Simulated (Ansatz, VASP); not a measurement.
# GeF2 (rutile type (invented)) in two plane-wave programs, part 2 of 2

Aim: how closely do two programs agree when they are given the same cell, functional and k mesh? The cell is generated by rule, not measured, and may not be a known phase. Of the first pair: The cell is taken from a series of runs on this material, whose earlier steps may have relaxed, scaled, displaced or heated it; both programs get it as it stands.

VASP 6.6.1 and Ansatz 0.2.0.

So far: The starting structure; VASP: relaxation of cell and atoms, PBEsol, pair 1; Ansatz: relaxation of cell and atoms, PBEsol, pair 1; Side by side.

## Step 5: VASP: relaxation of cell and atoms, PBEsol, pair 2

Level of this step: PBEsol; plane waves and PAW (Ge_d, F); invented cell (VASP).

The relaxed volume is the usual yardstick between codes: in a stiff, nearly cubic crystal its relative difference is about their pressure difference at one cell divided by the bulk modulus.

INCAR reads:

```
SYSTEM = GeF2
PREC = Accurate
ENCUT = 600
EDIFF = 1E-07
NELM = 120
ISMEAR = 0
SIGMA = 0.01
LREAL = .FALSE.
ALGO = Normal
GGA = PS
NBANDS = 34
LORBIT = 11
LWAVE = .FALSE.
LCHARG = .FALSE.
ISIF = 3
IBRION = 2
NSW = 80
EDIFFG = -0.005
LASPH = .TRUE.
GGA_COMPAT = .FALSE.
NELMIN = 4
EFERMI = MIDGAP
KPAR = 2
```

POSCAR reads:

```
GeF2
1.0
    5.1632890000      0.0000000000      0.0000000000
    0.0000000000      5.1632890000      0.0000000000
    0.0000000000      0.0000000000      3.4919050000
Ge F
2 4
Direct
    0.0000000000      0.0000000000      0.0000000000
    0.5000000968      0.5000000968      0.5000001432
    0.3024335845      0.3024335845      0.0000000000
    0.6975664155      0.6975664155      0.0000000000
    0.8024336813      0.1975665124      0.5000001432
    0.1975665124      0.8024336813      0.5000001432
```

KPOINTS reads:

```
Automatic mesh
0
Gamma
6 6 8
0 0 0
```

The projector-augmented-wave data sets are Ge_d and F (PBE family, release 64).

On the command line:

```bash
> mpirun -np 2 vasp_std
```

Numbers of over 12 decimals in the logs are rounded to 6 here.

The program printed:

```text
[banner, memory and clock lines left out]
running    2 mpi-ranks, on    1 nodes
[...]
[... a notice as in an earlier step ...]

 LDA part: xc-table for (Slater+PW92), standard interpolation
 POSCAR, INCAR and KPOINTS ok, starting setup
[...]
entering main loop
       N       E                     dE             d eps       ncg     rms          rms(c)
DAV:   1     0.725443232067E+03    0.72544E+03   -0.31066E+04  4310   0.407E+03
DAV:   2     0.103742448045E+03   -0.62170E+03   -0.60067E+03  3680   0.984E+02
DAV:   3    -0.228375429343E+02   -0.12658E+03   -0.12439E+03  3874   0.252E+02
DAV:   4    -0.315521671559E+02   -0.87146E+01   -0.86672E+01  3958   0.755E+01
[...]
DAV:  13    -0.292434354674E+02    0.30889E-06   -0.37224E-06  4448   0.178E-02    0.127E-03
DAV:  14    -0.292434353435E+02    0.12391E-06   -0.50840E-07  3414   0.134E-02    0.687E-04
DAV:  15    -0.292434353786E+02   -0.35077E-07   -0.41589E-08  1722   0.227E-03
   1 F= -.29243435E+02 E0= -.29243435E+02  d E =-.292434E+02
[... from here on, the cycles between the ionic steps are left out ...]
   2 F= -.29243531E+02 E0= -.29243531E+02  d E =-.955585E-04
   3 F= -.29243531E+02 E0= -.29243531E+02  d E =-.955532E-04
   4 F= -.29243539E+02 E0= -.29243539E+02  d E =-.847813E-05
 trial-energy change:   -0.000008  1 .order   -0.000008   -0.000010   -0.000007
 step:   3.7953(harm=  3.7953)  dis= 0.00017  next Energy=   -29.243550 (dE=-0.186E-04)
 reached required accuracy - stopping structural energy minimisation
```

OUTCAR, selected parts (step 5):

```text
  Total       -0.0097266     -0.0097266      0.0218027      0.0000000      0.0000000      0.0000000
  in kB       -0.1677586     -0.1677586      0.3760408      0.0000000      0.0000000      0.0000000
  external PRESSURE =       0.0135079 kB  Pullay stress =       0.0000000 kB

 POSITION                                       TOTAL-FORCE (eV/Angst)
 -----------------------------------------------------------------------------------
      0.00000      5.15862      0.00000        -0.000000      0.000000      0.000000
      2.57931      2.57931      1.74538        -0.000000      0.000000      0.000000
      1.56010      1.56010      0.00000         0.000090      0.000090      0.000000
      3.59852      3.59852      0.00000        -0.000090     -0.000090      0.000000
      4.13941      1.01921      1.74538         0.000090     -0.000090      0.000000
      1.01921      4.13941      1.74538        -0.000090      0.000090      0.000000
 -----------------------------------------------------------------------------------
    total drift:                               -0.002394     -0.002394     -0.002057

  FREE ENERGIE OF THE ION-ELECTRON SYSTEM (eV)
  ---------------------------------------------------
  free  energy   TOTEN  =       -29.2435394099 eV

  energy  without entropy=      -29.2435394099  energy(sigma->0) =      -29.24353941

[... 2 parts as in an earlier step ...]

[... 2 further parts left out ...]
[key lines of the parts left out:]
E-fermi :   2.8576
```

## Step 6: Ansatz: relaxation of cell and atoms, PBEsol, pair 2

The same cell, functional and mesh now go to Ansatz, which takes its cutoff from its data sets.

The cell is taken from a series of runs on this material, whose earlier steps may have relaxed, scaled, displaced or heated it; both programs get it as it stands.

input.yaml reads:

```yaml
crystal:
  lattice:
    - [5.1632894328, 0.0, 0.0]
    - [0.0, 5.1632894328, 0.0]
    - [0.0, 0.0, 3.4919052623]
  atoms:
    - { symbol: Ge, position: [0.0, 0.0, 0.0] }
    - { symbol: Ge, position: [0.5, 0.5, 0.5] }
    - { symbol: F, position: [0.3024335637, 0.3024335637, 0.0] }
    - { symbol: F, position: [0.6975664363, 0.6975664363, 0.0] }
    - { symbol: F, position: [0.8024335637, 0.1975664363, 0.5] }
    - { symbol: F, position: [0.1975664363, 0.8024335637, 0.5] }
kpoints:
  mp_grid: { grid: [6, 6, 8] }
hamiltonian:
  xc: pbesol
scf:
  occupations: { method: fixed }
output:
  forces: true
  stress: true
  eigenvalues: true
relax:
  adjacent_minimum: "off"
  f_tol: 0.001
  max_steps: 60
  cell: { stress_tol: 0.01 }
```

On the command line:

```bash
> ansatz run input.yaml --threads 4 --pin off --max-ram 9216MiB --backend cpu --events-out ev --progress --plain --runs-dir out
```

The program printed:

```text
[...]
Crystal: 6 atoms, lattice volume = 93.093 Å³
Basis set: ecut = 420 eV, 1835 PW (Γ), exchange–correlation on 72×72×48 points (8 copies of the dense FFT grid, shifted against one another)
Bands: 34, of which v1, the nominal top of the filled ones, is band 28 counted from 1 (27 counted from 0)
Symmetry: 16 space group operations
[...]
k-points: 50 of 288
[...]
cell:  # Å, volume = 93.1183 Å³
    - [5.163383, 0.0, 0.0]
    - [0.0, 5.163383, 0.0]
    - [0.0, 0.0, 3.492742]
  atoms:
    - { symbol: Ge, position: [0, 0.0, 0.0] }
    - { symbol: Ge, position: [0.5, 0.5, 0.5] }
    - { symbol: F, position: [0.302464, 0.302464, 0.0] }
    - { symbol: F, position: [0.697536, 0.697536, 0.0] }
    - { symbol: F, position: [0.802464, 0.197536, 0.5] }
    - { symbol: F, position: [0.197536, 0.802464, 0.5] }
[key lines of the parts left out:]
SCF converged after 7 iterations
Free energy (F): -11709.076538 eV
Fermi energy:    4.284397 eV
P = ⅓ Tr σ = 0.0055 GPa (0.055 kbar)
```

## Step 7: Differences

What differs besides the data sets and the points named for the pairs above, as far as they apply: fixed occupations in Ansatz, narrow Gaussian smearing in VASP. Total energies have different zeros and are not compared.

Both answers:

| quantity | Ansatz | VASP | difference |
| --- | --- | --- | --- |
| volume (Å³) | 93.12 | 92.89 | +0.24 % |
| edge a after relaxation, in the typed setting (Å) | 5.163 | 5.159 | +0.09 % |
| edge c after relaxation, in the typed setting (Å) | 3.493 | 3.491 | +0.06 % |

## Step 8: Ansatz: relaxation of cell and atoms, PBEsol, pair 3

The relaxed volume is the usual yardstick between codes: in a stiff, nearly cubic crystal its relative difference is about their pressure difference at one cell divided by the bulk modulus. Its start cell is another than that of the pair before, and may be another structure of the material.

The two relaxations start from unlike cells of this crystal (the structure described is Ansatz's start), so only their ends are compared.

input.yaml reads:

```yaml
crystal:
  lattice:
    - [4.7792, 0.0, 0.0]
    - [0.0, 4.7792, 0.0]
    - [0.0, 0.0, 3.10648]
  atoms:
    - { symbol: Ge, position: [0.0, 0.0, 0.0] }
    - { symbol: Ge, position: [0.5, 0.5, 0.5] }
    - { symbol: F, position: [0.305, 0.305, 0.0] }
    - { symbol: F, position: [0.695, 0.695, 0.0] }
    - { symbol: F, position: [0.805, 0.195, 0.5] }
    - { symbol: F, position: [0.195, 0.805, 0.5] }
kpoints:
  mp_grid: { grid: [4, 4, 6] }
hamiltonian:
  xc: pbesol
scf:
  occupations: { method: gaussian, width: 0.1 }
output:
  forces: true
  stress: true
  eigenvalues: true
relax:
  adjacent_minimum: "off"
  f_tol: 0.05
  max_steps: 80
  cell: { stress_tol: 0.5 }
```

The program printed:

```text
[...]
Crystal: 6 atoms, lattice volume = 70.954 Å³
Basis set: ecut = 420 eV, 1395 PW (Γ), exchange–correlation on 64×64×48 points (8 copies of the dense FFT grid, shifted against one another)
Bands: 34, of which v1, the nominal top of the filled ones, is band 28 counted from 1 (27 counted from 0)
Symmetry: 16 space group operations
[...]
k-points: 24 of 96
[...]
cell:  # Å, volume = 92.9491 Å³
    - [5.161423, 0, 0.0]
    - [0, 5.161423, 0.0]
    - [0.0, 0.0, 3.489042]
  atoms:
    - { symbol: Ge, position: [0, 0, 0.0] }
    - { symbol: Ge, position: [0.500000, 0.500000, 0.500000] }
    - { symbol: F, position: [0.302387, 0.302387, 0.0] }
    - { symbol: F, position: [0.697613, 0.697613, 0.0] }
    - { symbol: F, position: [0.802387, 0.197613, 0.500000] }
    - { symbol: F, position: [0.197613, 0.802387, 0.500000] }
[key lines of the parts left out:]
SCF converged after 7 iterations
Free energy (F): -11709.076438 eV
Fermi energy:    5.694910 eV
P = ⅓ Tr σ = 0.1528 GPa (1.528 kbar)
```

## Step 9: VASP: relaxation of cell and atoms, PBEsol, pair 3

Its own start cell and the same functional, mesh and smearing now go to VASP, with its own data sets.

Edit INCAR of step 5 so:

```diff
@@ -6,3 +6,3 @@
 ISMEAR = 0
-SIGMA = 0.01
+SIGMA = 0.1
 LREAL = .FALSE.
```

POSCAR reads:

```
GeF2
1.0
    5.1643094082      0.0000000000      0.0000000000
    0.0000000000      5.1643094082      0.0000000000
    0.0000000000      0.0000000000      3.4757073939
Ge F
2 4
Direct
    0.0000000000      0.0000000000      0.0000000000
    0.5000000000      0.5000000000      0.5000000000
    0.3019449396      0.3019449396      0.0000000000
    0.6980550604      0.6980550604      0.0000000000
    0.8019449396      0.1980550604      0.5000000000
    0.1980550604      0.8019449396      0.5000000000
```

KPOINTS reads:

```
Automatic mesh
0
Gamma
4 4 6
0 0 0
```

On the command line:

```bash
> mpirun -np 2 vasp_std
```

The program printed:

```text
[... set-up lines as in an earlier step ...]
 entering main loop
       N       E                     dE             d eps       ncg     rms          rms(c)
DAV:   1     0.726540301126E+03    0.72654E+03   -0.31072E+04  2024   0.406E+03
DAV:   2     0.106156091736E+03   -0.62038E+03   -0.59965E+03  1738   0.962E+02
DAV:   3    -0.230234481122E+02   -0.12918E+03   -0.12616E+03  1872   0.253E+02
DAV:   4    -0.315299679334E+02   -0.85065E+01   -0.84667E+01  1876   0.747E+01
[...]
DAV:  13    -0.292422540088E+02    0.28069E-06   -0.35439E-06  2114   0.169E-02    0.130E-03
DAV:  14    -0.292422538701E+02    0.13863E-06   -0.39739E-07  1644   0.129E-02    0.712E-04
DAV:  15    -0.292422539054E+02   -0.35323E-07   -0.48093E-08   828   0.220E-03
   1 F= -.29242254E+02 E0= -.29242254E+02  d E =-.292423E+02
[... from here on, the cycles between the ionic steps are left out ...]
   2 F= -.29242513E+02 E0= -.29242513E+02  d E =-.258773E-03
   3 F= -.29242513E+02 E0= -.29242513E+02  d E =-.259030E-03
   4 F= -.29242586E+02 E0= -.29242586E+02  d E =-.731084E-04
   5 F= -.29242715E+02 E0= -.29242715E+02  d E =-.202423E-03
   6 F= -.29242730E+02 E0= -.29242730E+02  d E =-.217050E-03
   7 F= -.29242753E+02 E0= -.29242753E+02  d E =-.229391E-04
   8 F= -.29242752E+02 E0= -.29242752E+02  d E =-.221797E-04
[...]
reached required accuracy - stopping structural energy minimisation
```

OUTCAR, selected parts (step 9):

```text
  Total        0.0097683      0.0097683      0.0068200      0.0000000      0.0000000      0.0000000
  in kB        0.1685437      0.1685437      0.1176726      0.0000000      0.0000000      0.0000000
  external PRESSURE =       0.1515867 kB  Pullay stress =       0.0000000 kB

 POSITION                                       TOTAL-FORCE (eV/Angst)
 -----------------------------------------------------------------------------------
      0.00000      0.00000      0.00000         0.000000      0.000000      0.000000
      2.57797      2.57797      1.74652         0.000000      0.000000      0.000000
      1.55891      1.55891      0.00000         0.003298      0.003298     -0.000000
      3.59702      3.59702      0.00000        -0.003298     -0.003298      0.000000
      4.13688      1.01905      1.74652         0.003298     -0.003298      0.000000
      1.01905      4.13688      1.74652        -0.003298      0.003298      0.000000
 -----------------------------------------------------------------------------------
    total drift:                                0.000000     -0.000000     -0.000000

  FREE ENERGIE OF THE ION-ELECTRON SYSTEM (eV)
  ---------------------------------------------------
  free  energy   TOTEN  =       -29.2427521647 eV

  energy  without entropy=      -29.2427521647  energy(sigma->0) =      -29.24275216

[... 1 part as in an earlier step ...]

[... 3 further parts left out ...]
[key lines of the parts left out:]
E-fermi :   2.8541
```

## Step 10: Comparison

The two programs side by side:

| quantity | Ansatz | VASP | difference |
| --- | --- | --- | --- |
| volume (Å³) | 92.95 | 92.86 | +0.10 % |
| edge a after relaxation, in the typed setting (Å) | 5.161 | 5.156 | +0.11 % |
| edge c after relaxation, in the typed setting (Å) | 3.489 | 3.493 | -0.11 % |

## Step 11: What came out

```json
{
 "difference in volume (relaxation of cell and atoms, PBEsol, pair 1)": "0.19 %",
 "difference in volume (relaxation of cell and atoms, PBEsol, pair 2)": "0.24 %",
 "difference in edge c after relaxation, in the typed setting (relaxation of cell and atoms, PBEsol, pair 3)": "-0.11 %"
}
```

The difference in volume is 0.24 % (relaxation of cell and atoms, PBEsol, pair 2), within the 1.2 % picked in this series as the mark of a large difference, as far as the stopping tolerances let one tell. How closely two codes agree says nothing of how well the functional describes the real material.

[Lines on the potential files, build, host, timing and source positions are cut from VASP's logs without a mark.]

[Logs are printed without paths, hosts, clocks, repeated set-up lines and the standing remarks that a program may print on its own settings, such as how far it seeks lower states.]

[Hosts, paths, dates, database ids (printed as entryN), source tags and the programs' standing remarks are cut or masked in the printed files.]
